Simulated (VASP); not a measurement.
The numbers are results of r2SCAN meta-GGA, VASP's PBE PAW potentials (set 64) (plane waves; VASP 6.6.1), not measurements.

Input for VASP

### KPOINTS
```
Automatic
0
G
17 17 17
0 0 0
```

INCAR:
```
SYSTEM = Ta
PREC = Normal
ENCUT = 400
EDIFF = 1E-5
NELM = 100
ALGO = Normal
LREAL = .FALSE.
LASPH = .TRUE.
ISMEAR = 1
SIGMA = 0.1
METAGGA = R2SCAN
LMIXTAU = .TRUE.
LMAXMIX = 6
LWAVE = .FALSE.
LCHARG = .FALSE.
NELMIN = 4
IBRION = 2
ISIF = 2
NSW = 20
EDIFFG = -0.03
```

**POSCAR**
```
Ta
1
   -1.6526501616     1.6526501616     1.6526501616
    1.6526501616    -1.6526501616     1.6526501616
    1.6526501616     1.6526501616    -1.6526501616
Ta
1
Direct
  0.0000000000   0.0000000000   0.0000000000
```

POTCAR, in this order: Ta_pv (PBE.64 set). Program: vasp_std.

Unless said otherwise, spin-orbit coupling is left out, though it shifts the bands of the heavy elements here.

Task: What does the run give for the energy per atom (σ→0), band gap (on the k-mesh)?

Result: 
```yaml
energy per atom (σ→0): -48.580 eV/atom
band gap (on the k-mesh): none (metal, semimetal or under 0.01 eV)
```

OSZICAR:
```
...
DAV:   8    -0.482461966498E+02    0.41477E+00   -0.33891E-01  3004   0.706E+00    0.741E-01
DAV:   9    -0.485473771965E+02   -0.30118E+00   -0.47717E-02  3046   0.203E+00    0.400E-01
DAV:  10    -0.485730428760E+02   -0.25666E-01   -0.46019E-03  3026   0.764E-01    0.359E-01
DAV:  11    -0.485792877516E+02   -0.62449E-02   -0.69296E-03  3036   0.986E-01    0.126E-01
DAV:  12    -0.485804869407E+02   -0.11992E-02   -0.95610E-04  3025   0.389E-01    0.370E-02
DAV:  13    -0.485804480185E+02    0.38922E-04   -0.47400E-05  3253   0.883E-02    0.407E-02
DAV:  14    -0.485804402066E+02    0.78119E-05   -0.82129E-06  1604   0.390E-02
   1 F= -.48580440E+02 E0= -.48580203E+02  d E =-.485804E+02
```

The compound is Ta in the bcc structure. It was relaxed first.
